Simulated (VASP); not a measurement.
The system is Cu.

```
Cu
1.0
     0.00000    1.80750    1.80750
     1.80750    0.00000    1.80750
     1.80750    1.80750    0.00000
Cu
1
Direct
  0.00000 0.00000 0.00000
```

The cell was built by a generator and needn't be a form met in nature.

* Program: VASP 6.6.1
* Task: relaxation of cell and atoms
* Functional: PBEsol
* Potentials or basis: VASP PAW PBE potentials, release 64 (Cu)
* Cutoff: 600 eV
* k mesh: 18 × 18 × 18
* Occupations: methfessel-paxton, width 0.1 eV
* Spin: no spin polarisation

At the start: pressure -5.6 GPa; volume 11.81 Å³/atom.

Problem. How do energy, volume and symmetry change on relaxing?

Solution. Over 3 steps the energy falls by 8.0 meV/atom and the volume is 11.37 Å³/atom (-3.7 %); space group Fm-3m (No. 225, to 0.05 Å).

Step by step:
```
step  energy change (eV)  largest force (eV/Å)  pressure (GPa)  volume (Å³)
   1              0.0000                0.0000           -5.61        11.81
   2             -0.0049                0.0000            3.95        11.12
   3             -0.0080                0.0000            0.03        11.37
```

Final structure:
```xyz
1
Lattice="0.0000 1.7849 1.7849 1.7849 0.0000 1.7849 1.7849 1.7849 0.0000" Properties=species:S:1:pos:R:3 pbc="T T T"
Cu    0.0000    0.0000    0.0000
```

Caveat: the PAW data sets were made with another functional, which shifts forces and pressure a little.
